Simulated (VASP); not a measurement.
Here is the system:

```
CELL_PARAMETERS angstrom
      2.31697    -4.01312     0.00000
      2.31697     4.01312     0.00000
      0.00000     0.00000     5.94395
ATOMIC_POSITIONS crystal
  Te 0.00000 0.25445 0.66667
  Te 0.74555 0.74555 0.00000
  Te 0.25445 0.00000 0.33333
```

All values below come from r2SCAN meta-GGA, VASP's PBE PAW potentials (set 64) (plane waves; VASP). Run with 480 eV cut-off, 6×6×4 Γ-centred mesh, Gaussian smearing of 0.050 eV, potentials Te.

Problem. Predict the energy per atom (σ→0), largest force.

Solution. 
```
Property                        Result
---------------------  ---------------
energy per atom (σ→0)  -25414 meV/atom
largest force               0.091 eV/Å
```

Total energies compare only between runs with the same potentials, cut-off and functional.

The compound is Te in the trig structure. This cell was strained or had an atom moved on purpose.
